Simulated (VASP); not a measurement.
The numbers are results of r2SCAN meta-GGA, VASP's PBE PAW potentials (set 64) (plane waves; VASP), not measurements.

Gaps are without spin-orbit coupling.

**Question.** Order these relaxed crystals by band gap, smallest first: SiO2, I-42d (122); SiO2, R-3 (148); HfO2, Fm-3m (225); KNaSO4, P-3m1 (164).

**Answer.** HfO2, Fm-3m (225) (4.36 eV), KNaSO4, P-3m1 (164) (6.20 eV), SiO2, R-3 (148) (6.44 eV), SiO2, I-42d (122) (6.54 eV)
